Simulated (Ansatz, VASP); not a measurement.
**VB4Os: VASP beside Ansatz**

The input INCAR:

```
SYSTEM = VB4Os
PREC = Accurate
ENCUT = 520
EDIFF = 1E-6
ISMEAR = 0
SIGMA = 0.1
LREAL = .False.
LASPH = .True.
NELM = 120
ALGO = Normal
ISIF = 2
LWAVE = .False.
LCHARG = .True.
ISPIN = 2
MAGMOM = 1 2 0 0 0 0
LORBIT = 11
LMAXMIX = 4
GGA = PE
LELF = .True.
LVHAR = .True.
NBANDS = 32
```

KPOINTS

```
Automatic mesh
0
Gamma
  11 11 4
  0 0 0
```

The input POSCAR:

```
VB4Os
1.0
    2.8774873876      0.0000000000      0.0000000000
   -1.4387436938      2.4919771768      0.0000000000
    0.0000000000      0.0000000000      7.4537050000
Os V B
1 1 4
Direct
    0.3333333333      0.6666666667      0.5000000000
    0.0000000000      0.0000000000      0.0000000000
    0.0000000000      0.0000000000      0.2905160000
    0.3333333333      0.6666666667      0.2030770000
    0.3333333333      0.6666666667      0.7969230000
    0.0000000000      0.0000000000      0.7094840000
```

File input.yaml:

```yaml
crystal:
  lattice:
    - [2.8774873876, 0.0, 0.0]
    - [-1.4387436938, 2.4919771768, 0.0]
    - [0.0, 0.0, 7.453705]
  atoms:
    - { symbol: Os, position: [0.3333333333, 0.6666666667, 0.5], spin: 1.0 }
    - { symbol: V, position: [0.0, 0.0, 0.0], spin: 2.0 }
    - { symbol: B, position: [0.0, 0.0, 0.290516] }
    - { symbol: B, position: [0.3333333333, 0.6666666667, 0.203077] }
    - { symbol: B, position: [0.3333333333, 0.6666666667, 0.796923] }
    - { symbol: B, position: [0.0, 0.0, 0.709484] }
hamiltonian:
  xc: pbe
  pseudopotentials: { kind: paw }
magnetization:
  spin_polarized: true
kpoints:
  mp_grid: { grid: [11, 11, 4] }
scf:
  occupations: { method: gaussian, width: 0.1 }
output:
  forces: true
  stress: true
  eigenvalues: true
```

The cell comes from a database or a generator and needn't be the stable form of this composition.

Alike in both runs: task single point; functional PBE; k mesh 11 × 11 × 4; occupations gaussian, width 0.1 eV; collinear spin, ferromagnetic start.

|  | VASP | Ansatz |
| --- | --- | --- |
| version | VASP 6.6.1 | Ansatz 0.2.0 |
| potentials or method | VASP PAW PBE potentials, release 64 (Os_pv, V_sv, B) | Ansatz PAW |
| plane-wave cutoff (eV) | 520 | 420 |
| valence electrons in the cell | 39 | 41 |

VASP gave:

```
gap on the k mesh at the Fermi level (eV)       : none
pressure (GPa)                                  : -0.1
largest component of the traceless stress (GPa) : 0.14
rms of the force components (eV/Å)              : 0.021
net moment per atom (μB)                        : 0.00
```

**Question.** Which values does Ansatz return?

**Answer.** gap on the k mesh at the Fermi level (eV): none; pressure (GPa): -0.8; largest component of the traceless stress (GPa): 0.20; rms of the force components (eV/Å): 0.027; net moment per atom (μB): 0.00.

Atom by atom the forces differ by 0.010 eV/Å (rms over components). A gap of «none» marks a metal or a gap that the smearing closes. The two sets of potentials don't hold the same shells in valence.

Caveats: the starting moments weren't kept (Ansatz). Spin-orbit coupling is left out, which matters for the levels of Os.
